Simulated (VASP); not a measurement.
Data:

```xyz
2
Lattice="2.9124 0.0000 0.0000 0.0000 2.9124 0.0000 0.0000 0.0000 2.9124" Properties=species:S:1:pos:R:3 pbc="T T T"
Zn     1.4562     1.4562     1.4562
Cu     0.0000     0.0000     0.0000
```

Calculation: PBEsol GGA, VASP's PBE PAW potentials (set 64) (plane waves; VASP). Run with 520 eV cut-off, 12×12×12 Γ-centred mesh, first-order Methfessel-Paxton smearing of 0.10 eV, potentials Zn Cu.

Task: Predict the energy per atom (σ→0), band gap (on the k-mesh) with the smallest direct gap where there is one.

Result: 
The band gap (on the k-mesh) comes out as none (metal, semimetal or under 0.01 eV) and the energy per atom (σ→0) is -3.045 eV/atom.

The absolute energy has meaning only against runs of the same code, potentials and settings.

The compound is CuZn in the CsCl type structure. It was relaxed first. The electron count is odd and the run is not spin-polarised, which forces a metal.
